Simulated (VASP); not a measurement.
# CoSi (B20): computed properties

The numbers are results of LDA (Ceperley-Alder, Perdew-Zunger), VASP's LDA PAW potentials (set 64) (plane waves; VASP), not measurements.

| Item | Value |
|---|---|
| space group | P2_13 (198) |
| cell | a = b = c = 4.351 Å, α = β = γ = 90.00° |
| volume per atom | 10.30 Å³/atom |
| band gap (over mesh and band path) | none (metal, semimetal or under 0.01 eV) |
| density | 7.02 g/cm³ |

```cif
data_Co4Si4
_chemical_formula_sum 'Co4 Si4'
_space_group_name_H-M_alt 'P 1'
_space_group_IT_number 1
_cell_length_a 4.35097
_cell_length_b 4.35097
_cell_length_c 4.35097
_cell_angle_alpha 90.000
_cell_angle_beta 90.000
_cell_angle_gamma 90.000
loop_
_space_group_symop_operation_xyz
  'x, y, z'
loop_
_atom_site_label
_atom_site_type_symbol
_atom_site_fract_x
_atom_site_fract_y
_atom_site_fract_z
_atom_site_occupancy
Co1 Co 0.85439 0.64561 0.35439 1
Co2 Co 0.35439 0.85439 0.64561 1
Co3 Co 0.14561 0.14561 0.14561 1
Co4 Co 0.64561 0.35439 0.85439 1
Si1 Si 0.15687 0.34313 0.65687 1
Si2 Si 0.65687 0.15687 0.34313 1
Si3 Si 0.84313 0.84313 0.84313 1
Si4 Si 0.34313 0.65687 0.15687 1
```

Measured: a 4.444 Å (computed value off by -2.1 %), as given by Wikipedia, Cobalt monosilicide. The calculation is for a static lattice, while the measured a holds thermal and zero-point effects, which are part of the difference.

The compound is CoSi in the B20 structure. It was relaxed first, which changed the volume by -6 %. Symmetry was kept, so distortions that lower it aren't found. The run is not spin-polarised, so no magnetic state was tried.
